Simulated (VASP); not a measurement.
# TiO2 (Anatase): the band gap up a ladder of functionals, part 2 of 2

How far up the ladder of functionals must one climb to get the gap of TiO2 (Anatase) right? The start is a cell from a database of measured crystal structures.

VASP 6.6.1, plane waves and PAW; the level of theory is named at each step.

So far, least gap on mesh and path (eV): step 2 (bands, level LDA) 1.98; step 4 (bands, level PBE) 2.09; step 5 (bands, level r2SCAN) 2.52; step 6 (bands, level TB-mBJ) 3.13; step 7 (bands, level TPSS) 2.19.

**8. Starting orbitals for the hybrid**

This step: PBE; plane waves and PAW (Ti_sv, O) (VASP 6.6.1).

A hybrid converges badly from random orbitals, so a cheap semilocal run writes a WAVECAR on the same mesh first.

Input file INCAR:

```
SYSTEM = TiO2
PREC = Accurate
ENCUT = 520
EDIFF = 1E-05
NELM = 100
ISMEAR = 0
SIGMA = 0.02
LREAL = .FALSE.
ALGO = Normal
GGA = PE
NBANDS = 30
LASPH = .TRUE.
LORBIT = 11
LWAVE = .TRUE.
LCHARG = .FALSE.
KPAR = 8
```

Input file POSCAR:

```
TiO2
1.0
   -1.8921000000      1.8921000000      4.7573000000
    1.8921000000     -1.8921000000      4.7573000000
    1.8921000000      1.8921000000     -4.7573000000
Ti O
2 4
Direct
    0.0000000000      0.0000000000      0.0000000000
    0.7500000000      0.2500000000      0.5000000000
    0.2081000000      0.2081000000      0.0000000000
    0.9581000000      0.4581000000      0.5000000000
    0.5419000000      0.0419000000      0.5000000000
    0.7919000000      0.7919000000      0.0000000000
```

Input file KPOINTS:

```
Automatic mesh
0
Gamma
5 5 5
0 0 0
```

PAW data sets: Ti_sv and O (PBE family, release 64).

Launch:

```
mpirun -np 8 vasp_std
```

Wall time 13 s (8 MPI ranks of Intel Xeon Platinum 8559C (Emerald Rapids), shared host); peak memory 2.3 GiB.

The gap is read on the k-mesh alone, so it is an upper bound where the band edges lie off the mesh.

Numbers from this step:

| Quantity | Value |
| --- | --- |
| SCF cycles | 14 |
| bands | 30 |
| free energy (TOTEN) | -53.8247 eV |
| Fermi energy | 3.667 eV |
| pressure | 5.927 GPa |
| valence top at k | -0.4, 0.4, 0 |
| least direct gap at k | -0.2, -0.2, 0.2 |
| gap on the k-mesh | 2.114 eV |
| least direct gap on the k-mesh | 2.456 eV |

Force by atom:

```tsv
atom	x (eV/Å)	y (eV/Å)	z (eV/Å)	size
Ti1	0.000	0.000	0.000	0.000
Ti2	0.000	0.000	0.000	0.000
O3	0.000	0.000	0.121	0.121
O4	0.000	0.000	0.121	0.121
O5	0.000	0.000	-0.121	0.121
O6	0.000	0.000	-0.121	0.121
```

**9. Bands with HSE06**

This step: HSE06; plane waves and PAW (Ti_sv, O) (VASP 6.6.1).

HSE06 mixes in a quarter of exact exchange at short range, at far higher cost; in semiconductors this cures much of the gap error, while metals seldom gain.

Input file INCAR:

```
SYSTEM = TiO2
PREC = Accurate
ENCUT = 520
EDIFF = 1E-06
NELM = 100
ISMEAR = 0
SIGMA = 0.02
LREAL = .FALSE.
ALGO = Normal
LHFCALC = .TRUE.
AEXX = 0.25
GGA = PE
HFSCREEN = 0.2
LASPH = .TRUE.
NBANDS = 30
PRECFOCK = Fast
LORBIT = 11
LWAVE = .FALSE.
LCHARG = .FALSE.
KPAR = 8
```

POSCAR is that of step 8.

KPOINTS is that of step 8.

Input file KPOINTS_OPT:

```
Line mode
6
Line-mode
Reciprocal
  0.00000000   0.00000000   0.00000000 GAMMA
  0.00000000   0.00000000   0.50000000 X

  0.00000000   0.00000000   0.50000000 X
 -0.07909283   0.07909283   0.50000000 Y

 -0.07909283   0.07909283   0.50000000 Y
 -0.28954641   0.28954641   0.28954641 S

 -0.28954641   0.28954641   0.28954641 S
  0.00000000   0.00000000   0.00000000 GAMMA

  0.00000000   0.00000000   0.00000000 GAMMA
  0.50000000   0.50000000  -0.50000000 Z

  0.50000000   0.50000000  -0.50000000 Z
  0.28954641   0.71045359  -0.28954641 S1

  0.28954641   0.71045359  -0.28954641 S1
  0.00000000   0.50000000   0.00000000 N

  0.00000000   0.50000000   0.00000000 N
  0.25000000   0.25000000   0.25000000 P

  0.25000000   0.25000000   0.25000000 P
  0.50000000   0.50000000  -0.07909283 Y1

  0.50000000   0.50000000  -0.07909283 Y1
  0.50000000   0.50000000  -0.50000000 Z

  0.00000000   0.00000000   0.50000000 X
  0.25000000   0.25000000   0.25000000 P
```

The WAVECAR or CHGCAR of an earlier step is read.

Launch:

```
mpirun -np 8 vasp_std
```

The job ended after 81 min (8 MPI ranks).

The run was cut off at its time limit.

More ranks or a longer limit would be the way on.

**10. Bands with r2SCAN0**

This step: r2SCAN0; plane waves and PAW (Ti_sv, O) (VASP 6.6.1).

r2SCAN0 replaces a quarter of the r2SCAN exchange by unscreened exact exchange.

INCAR: that of step 9 with these lines changed.

```diff
@@ -11,4 +11,3 @@
 AEXX = 0.25
-GGA = PE
-HFSCREEN = 0.2
+METAGGA = R2SCAN
 LASPH = .TRUE.
@@ -16,2 +15,3 @@
 PRECFOCK = Fast
+HFRCUT = -1
 LORBIT = 11
```

POSCAR is that of step 9.

KPOINTS is that of step 9.

KPOINTS_OPT is that of step 9.

Launch:

```
mpirun -np 8 vasp_std
```

It took 1.5 h on 8 MPI ranks.

The run was cut off at its time limit.

More ranks or a longer limit would be the way on.

**11. Bands with HSEsol**

This step: HSEsol; plane waves and PAW (Ti_sv, O) (VASP 6.6.1).

HSEsol is the screened hybrid built on PBEsol.

INCAR: that of step 10 with these lines changed.

```diff
@@ -11,3 +11,4 @@
 AEXX = 0.25
-METAGGA = R2SCAN
+GGA = PS
+HFSCREEN = 0.2
 LASPH = .TRUE.
@@ -15,3 +16,2 @@
 PRECFOCK = Fast
-HFRCUT = -1
 LORBIT = 11
```

POSCAR is that of step 10.

KPOINTS is that of step 10.

KPOINTS_OPT is that of step 10.

Launch:

```
mpirun -np 8 vasp_std
```

The job ended after 37 min (8 MPI ranks).

The run was cut off at its time limit.

More ranks or a longer limit would be the way on.

**12. The ladder as a table**

This step: ladder of functionals on one cell; plane waves and PAW (VASP 6.6.1).

Derived from the runs above.

A gap of 0 means none; cost is the wall time of each run, as given at its step, times its ranks, without the set-up around it. Results by level, by row:

```tsv
level	gap (eV)	least direct gap (eV)	pressure (GPa)	cost (core minutes)
LDA	1.98	2.334	-5.52	9.2
PBEsol	2.046	2.395	-0.38	10.1
PBE	2.094	2.439	5.89	9.47
r2SCAN	2.521	2.884	1.76	30.9
TB-mBJ	3.127	3.482	-	19.5
TPSS	2.194	2.547	5.72	35.9
```

**13. What came out**

| Quantity | Value |
| --- | --- |
| gap, LDA | 1.98 eV |
| gap, PBEsol | 2.05 eV |
| gap, PBE | 2.09 eV |
| gap, r2SCAN | 2.52 eV |
| gap, TB-mBJ | 3.13 eV |
| gap, TPSS | 2.19 eV |

**Reading.** For TiO2 (Anatase) the functional decides between a gap of 1.98 eV (LDA) and 3.13 eV (TB-mBJ), while across these levels the cost spans a factor of 3.9. The cheapest level whose gap lies within 0.23 eV of experiment (a bound picked here) is TB-mBJ, at 19 core minutes. In most such crystals zero-point and thermal motion narrow the gap, so the static value to match lies above the measured one, and levels a little over it fare better than the table shows. All levels use one geometry and one mesh, kept coarse to afford the hybrids, so no gap here is fully converged. Costs come from a shared host. Not obtained: HSE06, because the run hit its time limit. Not obtained: r2SCAN0, because the run hit its time limit. Not obtained: HSEsol, because the run hit its time limit. These are single-particle gaps of a static lattice, without excitons or temperature.

Computed beside measured:

| quantity | measured | LDA | PBEsol | PBE | r2SCAN | TB-mBJ | TPSS |
| --- | --- | --- | --- | --- | --- | --- | --- |
| band gap (least gap) (eV) | 3.261 | 1.98 (-1.28 eV) | 2.05 (-1.21 eV) | 2.09 (-1.17 eV) | 2.52 (-0.74 eV) | 3.13 (-0.13 eV) | 2.19 (-1.07 eV) |

Measured values from pmc:11477903 (2024).

How well it matches: For the band gap, of the levels listed nearest comes TB-mBJ (-0.13 eV, good agreement) and farthest LDA (-1.28 eV, a clear miss). An optical gap can lie under the band gap by the exciton's binding. Zero-point and thermal motion shift the measured gap. No cell relaxation is part of this session.

[Lines on the potential files, build, host, timing and source positions are cut from VASP's logs without a mark.]

[Logs are printed without paths, hosts, clocks, repeated set-up lines and the standing remarks that a program may print on its own settings, such as how far it seeks lower states.]

[Hosts, paths, dates, database ids (printed as entryN), source tags and the programs' standing remarks are cut or masked in the printed files.]

[A measured line is paired with the nearest computed mode of its activity, which favours agreement.]
